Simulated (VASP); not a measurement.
An input for Quantum ESPRESSO's pw.x (written as the equivalent of a VASP run, and not itself run):

```
&CONTROL
  calculation = 'scf'
  pseudo_dir = './pseudo'
  outdir = './out'
  tprnfor = .true.
  tstress = .true.
/
&SYSTEM
  ibrav = 0
  nat = 2
  ntyp = 2
  ecutwfc = 84
  occupations = 'smearing'
  smearing = 'gaussian'
  degauss = 0.000735
  input_dft = 'pbe'
/
&ELECTRONS
  conv_thr = 7.3e-08
  electron_maxstep = 100
/
ATOMIC_SPECIES
  Al 26.982 Al.upf
  N 14.007 N.upf
CELL_PARAMETERS angstrom
     0.0000000    2.1839950    2.1839950
     2.1839950    0.0000000    2.1839950
     2.1839950    2.1839950    0.0000000
ATOMIC_POSITIONS crystal
  Al   0.0063420 -0.0050550 -0.0028890
  N    0.7436580  0.7550550  0.7528890
K_POINTS automatic
  9 9 9 0 0 0
```

Write the VASP files for the same calculation (PBE).

This is not unique; one that fits is 
File POSCAR:
```
AlN
1
    0.0000000000     2.1839950000     2.1839950000
    2.1839950000     0.0000000000     2.1839950000
    2.1839950000     2.1839950000     0.0000000000
Al N
1 1
Direct
  0.0063420000  -0.0050550000  -0.0028890000
  0.7436580000   0.7550550000   0.7528890000
```

### INCAR
```
SYSTEM=AlN
PREC=Accurate; ENCUT=400; LREAL=.FALSE.
LASPH=.TRUE.
EDIFF=1E-6; NELM=100; ALGO=Normal
ISMEAR=0; SIGMA=0.01
GGA=PE
ISIF=2
LWAVE=.FALSE.; LCHARG=.FALSE.
```

### KPOINTS
```
Automatic
0
G
  9 9 9
```

POTCAR, in this order: Al N (PBE.64 set). Program: vasp_std.

Limits of the translation: the potentials are each code's own (VASP's PAW set, PseudoDojo norm-conserving files in pw.x), so ENCUT and ecutwfc are chosen apart and not converted; conv_thr bounds pw.x's estimated SCF error, while EDIFF bounds the energy change between steps.

The structure comes from a computed database's AlN entry; how it stands against other phases isn't given here. The cell was not relaxed at this level, atoms are displaced from their ideal sites.
